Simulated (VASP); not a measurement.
Given:

```
NiO
1.0
    4.16861     2.08275     2.08275
    2.08275     4.16861     2.08275
    2.08275     2.08275     4.16861
Ni O
2 2
Direct
  0.00000   0.00000   0.00000
  0.50000   0.50000   0.50000
  0.25000   0.25000   0.25000
  0.75000   0.75000   0.75000
```
Starting moments (μB, in the order of the record's atoms Ni Ni O O): 1.3 -1.3 0.0 0.0.

The numbers are results of PBE GGA with D3 dispersion (zero damping), VASP's PBE PAW potentials (set 64) (plane waves; VASP), not measurements. Run with 520 eV cut-off, Gaussian smearing of 0.050 eV, potentials Ni O.

**Question.** Give the spin-up energies of bands 6 to 19 at the high-symmetry points, in eV from the valence-band maximum.

**Answer.** 
```tsv
band	Γ	T	H2	L	S0	F
6	-2.28	-4.44	-5.43	-4.88	-5.32	-4.91
7	-2.28	-3.69	-4.70	-4.70	-4.78	-3.61
8	-2.27	-3.69	-4.54	-4.12	-4.55	-3.59
9	-1.84	-1.72	-1.41	-1.90	-1.39	-2.65
10	-1.84	-1.72	-1.31	-1.25	-1.25	-1.39
11	-1.75	-1.31	-1.18	-1.07	-1.21	-1.14
12	-1.51	-0.79	-0.84	-0.89	-0.85	-0.91
13	-1.51	-0.79	-0.52	-0.46	-0.55	-0.78
14	-0.58	-0.64	-0.40	-0.28	-0.43	-0.39
15	-0.58	-0.06	-0.23	-0.26	-0.24	-0.24
16	-0.30	-0.06	-0.14	-0.10	-0.15	-0.12
17	2.09	1.55	1.57	1.53	1.60	2.14
18	2.09	1.55	1.66	1.56	1.65	2.21
19	2.27	4.93	9.13	8.16	9.27	6.24
```

**Question.** Give the spin-down energies of bands 6 to 19 at the high-symmetry points, in eV from the valence-band maximum.

**Answer.** 
```csv
band,Γ,T,H2,L,S0,F
6,-2.28,-4.44,-5.43,-4.88,-5.32,-4.91
7,-2.28,-3.69,-4.70,-4.70,-4.78,-3.61
8,-2.27,-3.69,-4.54,-4.12,-4.55,-3.59
9,-1.84,-1.72,-1.41,-1.90,-1.39,-2.65
10,-1.84,-1.72,-1.31,-1.25,-1.25,-1.39
11,-1.75,-1.31,-1.18,-1.07,-1.21,-1.14
12,-1.51,-0.79,-0.84,-0.89,-0.85,-0.91
13,-1.51,-0.79,-0.52,-0.46,-0.55,-0.78
14,-0.58,-0.64,-0.40,-0.28,-0.43,-0.39
15,-0.58,-0.06,-0.23,-0.26,-0.24,-0.24
16,-0.30,-0.06,-0.14,-0.10,-0.15,-0.12
17,2.09,1.55,1.57,1.53,1.60,2.14
18,2.09,1.55,1.66,1.56,1.65,2.21
19,2.27,4.93,9.13,8.16,9.28,6.24
```

The gap is indirect, 1.21 eV, from the valence maximum at F-Γ at 0.55 to the conduction minimum at Γ-S0 at 0.73.

The compound is NiO in the rock salt, AFM-II order structure. It was relaxed first.
